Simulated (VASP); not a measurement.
All values below come from PBEsol GGA, VASP's PBE PAW potentials (set 64) (plane waves; VASP).

VASP ran on this input.

File POSCAR:
```
SnSe2
1
    3.8124630000     0.0000000000     0.0000000000
   -1.9062310000     3.3016900000     0.0000000000
    0.0000000000     0.0000000000    15.1092110000
Sn Se
1 2
Direct
  0.0221390000   0.0205270000   0.5025330000
  0.3256210000   0.6468950000   0.6028910000
  0.6522400000   0.3325780000   0.3971090000
```

**INCAR**
```
! general
SYSTEM   =  SnSe2
PREC     =  Accurate
ENCUT    =  300
LREAL    =  .FALSE.
LASPH    =  .TRUE.

! electronic loop
EDIFF    =  1E-6
NELM     =  100
ALGO     =  Normal
LMAXMIX  =  4

! smearing
ISMEAR   =  0
SIGMA    =  0.272

! functional
GGA      =  PS

! ions
ISIF     =  2

! output
LWAVE    =  .FALSE.
LCHARG   =  .FALSE.
```

**KPOINTS**
```
Automatic mesh
0
Gamma
5 5 1
0 0 0
```

POTCAR, in this order: Sn_d Se (PBE.64 set). Program: vasp_std.

Output

**OSZICAR**
```
       N       E                     dE             d eps       ncg     rms          rms(c)
DAV:   1     0.151984670376E+03    0.15198E+03   -0.94863E+03   506   0.931E+02
DAV:   2     0.123886426441E+01   -0.15075E+03   -0.14773E+03   567   0.244E+02
DAV:   3    -0.127491488947E+02   -0.13988E+02   -0.13782E+02   524   0.888E+01
DAV:   4    -0.131142124883E+02   -0.36506E+00   -0.36449E+00   618   0.154E+01
DAV:   5    -0.131222677492E+02   -0.80553E-02   -0.80538E-02   684   0.209E+00    0.511E+00
DAV:   6    -0.128439596161E+02    0.27831E+00   -0.60704E-01   676   0.908E+00    0.324E+00
DAV:   7    -0.128085210163E+02    0.35439E-01   -0.22890E-01   596   0.366E+00    0.560E-01
DAV:   8    -0.128051284171E+02    0.33926E-02   -0.22792E-02   604   0.172E+00    0.264E-01
DAV:   9    -0.128050567082E+02    0.71709E-04   -0.18881E-03   628   0.296E-01    0.595E-02
DAV:  10    -0.128050116934E+02    0.45015E-04   -0.13921E-04   684   0.120E-01    0.310E-02
DAV:  11    -0.128049189854E+02    0.92708E-04   -0.10934E-04   596   0.503E-02    0.113E-02
DAV:  12    -0.128049085631E+02    0.10422E-04   -0.15707E-05   564   0.201E-02    0.109E-02
DAV:  13    -0.128049584094E+02   -0.49846E-04   -0.33349E-05   472   0.198E-02    0.644E-03
DAV:  14    -0.128050084315E+02   -0.50022E-04   -0.37899E-06   475   0.830E-03    0.511E-03
DAV:  15    -0.128050722696E+02   -0.63838E-04   -0.38879E-06   490   0.910E-03    0.217E-03
DAV:  16    -0.128050868999E+02   -0.14630E-04   -0.20062E-07   524   0.240E-03    0.991E-04
DAV:  17    -0.128051051230E+02   -0.18223E-04   -0.35432E-07   438   0.279E-03    0.929E-04
DAV:  18    -0.128051076887E+02   -0.25657E-05   -0.39613E-08   483   0.105E-03    0.463E-04
DAV:  19    -0.128051083967E+02   -0.70796E-06   -0.14816E-08   414   0.775E-04
   1 F= -.12805108E+02 E0= -.12803674E+02  d E =-.286910E-02
```

**OUTCAR**
```
------------------------ aborting loop because EDIFF is reached ----------------------------------------
  FORCE on cell =-STRESS in cart. coord.  units (eV):
  Direction    XX          YY          ZZ          XY          YZ          ZX
  --------------------------------------------------------------------------------------
  Total        0.3301621      0.7305777      1.0994647      0.0781131      0.5529284     -0.4694745
  in kB        2.7813402      6.1545070      9.2620720      0.6580379      4.6579603     -3.9549304
  external PRESSURE =       6.0659731 kB  Pullay stress =       0.0000000 kB
  volume of cell :      190.19
      direct lattice vectors                 reciprocal lattice vectors
     3.812463000  0.000000000  0.000000000     0.262297628  0.151437557  0.000000000
    -1.906231000  3.301690000  0.000000000     0.000000000  0.302875194  0.000000000
     0.000000000  0.000000000 15.109211000     0.000000000  0.000000000  0.066184793
 POSITION                                       TOTAL-FORCE (eV/Angst)
 -----------------------------------------------------------------------------------
      0.04527      0.06777      7.59288        -0.385450     -0.738262     -0.679862
      0.00829      2.13585      9.10921         0.046779      0.556017      0.731163
      1.85267      1.09807      6.00000         0.338671      0.182245     -0.051301
 -----------------------------------------------------------------------------------
    total drift:                                0.001080     -0.000270     -0.000021
  FREE ENERGIE OF THE ION-ELECTRON SYSTEM (eV)
  ---------------------------------------------------
  free  energy   TOTEN  =       -12.8051083967 eV

  energy  without entropy=      -12.8022392943  energy(sigma->0) =      -12.80367385
```
(Selected blocks of OUTCAR.)

At this cut-off the stress carries a Pulay error, which pulls relaxed volumes low. The cell holds a wide vacuum, so values per volume refer to the whole cell.

The cell is a sheet with vacuum, built from a generated structure.
